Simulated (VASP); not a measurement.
Level of theory: PBE GGA, VASP's PBE PAW potentials (set 64) (plane waves; VASP). Each cell was relaxed at this level.

Which of these has an unstable (imaginary) mode at Γ?
A. CsPbCl3, Pm-3m (221)
B. Re, P6_3/mmc (194)
C. Ni3Si, Pm-3m (221)
D. BaTiO3, P4mm (99)

D, BaTiO3, P4mm (99). Its optical Γ-point modes are 136i (×2), 151, 163 (×2), 274, 293 (×2), 371, 450 (×2), 571 cm⁻¹.
